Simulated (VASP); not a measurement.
Given:

```
GaS
1.0
    3.62692     0.00000     0.00000
   -1.81346     3.14100     0.00000
    0.00000     0.00000    16.80933
Ga S
4 4
Direct
  0.33333   0.66667   0.17655
  0.66667   0.33333   0.67655
  0.66667   0.33333   0.82345
  0.33333   0.66667   0.32345
  0.33333   0.66667   0.61210
  0.66667   0.33333   0.11210
  0.66667   0.33333   0.38790
  0.33333   0.66667   0.88790
```

Method: PBE GGA, VASP's PBE PAW potentials (set 64) (plane waves; VASP). Numerical set-up: 400 eV cut-off, 6×6×2 Γ-centred mesh, Gaussian smearing of 0.050 eV, potentials Ga_d S.

Without a dispersion term in the relaxation, distances and binding between the weakly bound layers, chains or molecules are unreliable, and so is what depends on them.

**Question.** Predict the energy per atom (σ→0), band gap (on the k-mesh) with the smallest direct gap where there is one.

**Answer.** 
| Item | Result |
|---|---|
| band gap (on the k-mesh) | 1.87 eV |
| smallest direct gap (on the k-mesh) | 1.87 eV |
| energy per atom (σ→0) | -4.165 eV/atom |

Only differences to runs with the same potentials and settings are physical.

The structure was generated: GaS was put into the beta-GaS type (P6_3/mmc), which need not be its known phase. It was relaxed first, which changed the volume by +11 %.
